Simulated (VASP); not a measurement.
Output of a VASP run:

### OSZICAR
```
...
DAV:   3    -0.635748556717E+01   -0.15691E+01   -0.15647E+01  1585   0.318E+01
DAV:   4    -0.636740242484E+01   -0.99169E-02   -0.99164E-02  1676   0.262E+00
DAV:   5    -0.636754724819E+01   -0.14482E-03   -0.14482E-03  1683   0.317E-01    0.139E+01
DAV:   6    -0.580729906534E+01    0.56025E+00   -0.19607E+00  1578   0.116E+01    0.938E+00
DAV:   7    -0.577776676242E+01    0.29532E-01   -0.46586E-02  1649   0.167E+00    0.447E+00
DAV:   8    -0.577058115119E+01    0.71856E-02   -0.29701E-03  1515   0.448E-01    0.916E-02
DAV:   9    -0.577060857724E+01   -0.27426E-04   -0.42033E-05  1676   0.532E-02    0.331E-02
DAV:  10    -0.577061932758E+01   -0.10750E-04   -0.10545E-05  1543   0.292E-02    0.323E-03
DAV:  11    -0.577061934931E+01   -0.21726E-07   -0.29524E-07  1069   0.486E-03
   1 F= -.57706193E+01 E0= -.57706455E+01  d E =-.577062E+01
       N       E                     dE             d eps       ncg     rms          rms(c)
DAV:   1    -0.218834522760E+02   -0.16113E+02   -0.31417E+02  1494   0.173E+02    0.414E+01
DAV:   2    -0.704655651373E+01    0.14837E+02   -0.33143E+01  1424   0.514E+01    0.164E+01
DAV:   3    -0.585780585763E+01    0.11888E+01   -0.35226E+00  1543   0.159E+01    0.152E+01
DAV:   4    -0.580924619097E+01    0.48560E-01   -0.10937E-01  1480   0.193E+00    0.485E+00
DAV:   5    -0.578628934973E+01    0.22957E-01   -0.10408E-01  1606   0.251E+00    0.202E-01
DAV:   6    -0.578752899561E+01   -0.12396E-02   -0.21993E-03  1578   0.296E-01    0.630E-02
DAV:   7    -0.578802542593E+01   -0.49643E-03   -0.46992E-04  1669   0.141E-01    0.504E-02
DAV:   8    -0.578803145007E+01   -0.60241E-05   -0.10717E-05  1515   0.222E-02    0.136E-02
DAV:   9    -0.578804006795E+01   -0.86179E-05   -0.50143E-06  1536   0.154E-02    0.505E-03
DAV:  10    -0.578804018823E+01   -0.12028E-06   -0.33327E-08   859   0.146E-03
   2 F= -.57880402E+01 E0= -.57881818E+01  d E =-.174208E-01
       N       E                     dE             d eps       ncg     rms          rms(c)
DAV:   1    -0.116303584673E+02   -0.58423E+01   -0.92025E+01  1515   0.867E+01    0.152E+01
DAV:   2    -0.594509880141E+01    0.56853E+01   -0.25505E+01  1508   0.407E+01    0.331E+00
DAV:   3    -0.595817225686E+01   -0.13073E-01   -0.18574E-01  1488   0.339E+00    0.201E+00
DAV:   4    -0.596829100416E+01   -0.10119E-01   -0.45310E-02  1585   0.125E+00    0.148E-01
DAV:   5    -0.596886361487E+01   -0.57261E-03   -0.12353E-03  1634   0.224E-01    0.915E-02
DAV:   6    -0.596917026316E+01   -0.30665E-03   -0.17326E-04  1669   0.891E-02    0.203E-02
DAV:   7    -0.596917171809E+01   -0.14549E-05   -0.57522E-06  1586   0.159E-02    0.329E-03
DAV:   8    -0.596917275002E+01   -0.10319E-05   -0.95461E-07  1410   0.690E-03    0.936E-04
DAV:   9    -0.596917271807E+01    0.31950E-07   -0.64482E-08   775   0.204E-03
   3 F= -.59691727E+01 E0= -.59691976E+01  d E =-.198553E+00
       N       E                     dE             d eps       ncg     rms          rms(c)
DAV:   1    -0.597099329225E+01   -0.18205E-02   -0.29503E-02  1543   0.163E+00    0.263E-01
DAV:   2    -0.596926270160E+01    0.17306E-02   -0.62514E-03  1536   0.661E-01    0.988E-02
DAV:   3    -0.596924604035E+01    0.16661E-04   -0.11580E-04  1522   0.818E-02    0.731E-02
DAV:   4    -0.596925145487E+01   -0.54145E-05   -0.16370E-05  1543   0.268E-02    0.278E-03
DAV:   5    -0.596925144448E+01    0.10395E-07   -0.15041E-06   936   0.101E-02
   4 F= -.59692514E+01 E0= -.59692753E+01  d E =-.198632E+00
```

**OUTCAR**
```
------------------------ aborting loop because EDIFF is reached ----------------------------------------
  FORCE on cell =-STRESS in cart. coord.  units (eV):
  Direction    XX          YY          ZZ          XY          YZ          ZX
  --------------------------------------------------------------------------------------
  Total       -0.0024221     -0.0024221     -0.0024221      0.0000000      0.0000000      0.0000000
  in kB       -0.0712536     -0.0712536     -0.0712536      0.0000000      0.0000000      0.0000000
  external PRESSURE =      -0.0712536 kB  Pullay stress =       0.0000000 kB
  volume of cell :       54.46
      direct lattice vectors                 reciprocal lattice vectors
     0.000000000  3.008540598  3.008540598    -0.166193536  0.166193536  0.166193536
     3.008540598  0.000000000  3.008540598     0.166193536 -0.166193536  0.166193536
     3.008540598  3.008540598  0.000000000     0.166193536  0.166193536 -0.166193536
 POSITION                                       TOTAL-FORCE (eV/Angst)
 -----------------------------------------------------------------------------------
      4.51281      4.51281      4.51281         0.000000      0.000000      0.000000
      3.00854      3.00854      3.00854        -0.000000     -0.000000     -0.000000
 -----------------------------------------------------------------------------------
    total drift:                                0.000000      0.000000      0.000000
  FREE ENERGIE OF THE ION-ELECTRON SYSTEM (eV)
  ---------------------------------------------------
  free  energy   TOTEN  =        -5.9692514445 eV

  energy  without entropy=       -5.9693229888  energy(sigma->0) =       -5.96927529

 reached required accuracy - stopping structural energy minimisation
```
(Selected blocks of OUTCAR.)

### POSCAR
```
Au
1
    0.0000000000     2.8920810000     2.8920810000
    2.8920810000     0.0000000000     2.8920810000
    2.8920810000     2.8920810000     0.0000000000
Au
2
Direct
  0.7500000000   0.7500000000   0.7500000000
  0.5000000000   0.5000000000   0.5000000000
```

**Question.** Write an INCAR and KPOINTS that could have produced this output.

**Answer.** Several could match; the one computed here: the input of the run itself, PBEsol GGA, plane waves, VASP's PBE PAW potentials (set 64).

INCAR:
```
SYSTEM = Au
PREC = Accurate; ENCUT = 400; LREAL = .FALSE.
LASPH = .TRUE.
EDIFF = 1E-6; NELM = 100; ALGO = Normal
LMAXMIX = 6
ISMEAR = 1; SIGMA = 0.1
GGA = PS
IBRION = 2; NSW = 60; ISIF = 3
EDIFFG = -0.01
LWAVE = .FALSE.; LCHARG = .FALSE.
```

**KPOINTS**
```
K-points
0
G
 10 10 10
```

POTCAR, in this order: Au (PBE.64 set). Program: vasp_std.

Energy and stress use the plane-wave basis of the starting cell.

The structure was generated: Au was put into the diamond type (Fd-3m), which need not be its known phase. This run relaxes it. Symmetry was kept, so distortions that lower it aren't found.
